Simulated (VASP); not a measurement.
OSZICAR of a VASP run on HfN (rock salt):

File OSZICAR:
```
       N       E                     dE             d eps       ncg     rms          rms(c)
DAV:   1     0.430788307927E+02    0.43079E+02   -0.82855E+03  2291   0.128E+03
DAV:   2    -0.190248726319E+02   -0.62104E+02   -0.58359E+02  2988   0.256E+02
DAV:   3    -0.213011952873E+02   -0.22763E+01   -0.22520E+01  2940   0.426E+01
DAV:   4    -0.213231181774E+02   -0.21923E-01   -0.21855E-01  2741   0.403E+00
DAV:   5    -0.213235069588E+02   -0.38878E-03   -0.38831E-03  3016   0.396E-01    0.473E+01
DAV:   6    -0.181009097706E+02    0.32226E+01   -0.17948E+01  2675   0.297E+01    0.405E+01
DAV:   7    -0.180427131779E+02    0.58197E-01   -0.80348E-01  2600   0.801E+00    0.272E+01
DAV:   8    -0.180364264279E+02    0.62868E-02   -0.19607E-01  2688   0.400E+00    0.783E+00
DAV:   9    -0.180198053627E+02    0.16621E-01   -0.95263E-02  2682   0.209E+00    0.148E+00
DAV:  10    -0.180194530887E+02    0.35227E-03   -0.23217E-03  2634   0.464E-01    0.511E-01
DAV:  11    -0.180194477623E+02    0.53264E-05   -0.50297E-04  2796   0.185E-01    0.657E-02
DAV:  12    -0.180194447248E+02    0.30375E-05   -0.18814E-05  2741   0.446E-02    0.618E-02
DAV:  13    -0.180194440587E+02    0.66610E-06   -0.30574E-06  3059   0.161E-02    0.261E-03
DAV:  14    -0.180194439886E+02    0.70058E-07   -0.12969E-07  1610   0.360E-03
   1 F= -.18019444E+02 E0= -.18019261E+02  d E =-.549549E-03
```

### Question
Which electronic solver shows in the log?

### Answer
It is blocked Davidson (ALGO = Normal, or the opening steps of other solvers). The INCAR had ALGO = Normal.

### Question
Can the final energy be trusted as converged?

### Answer
The calculation finished and met its thresholds. It stopped with EDIFF = 1E-7, NELM = 100 (optB88-vdW, plane waves, VASP's PBE PAW potentials (set 64)).

The compound is HfN in the rock salt structure. It was relaxed first. The electron count is odd and the run is not spin-polarised, which forces a metal.
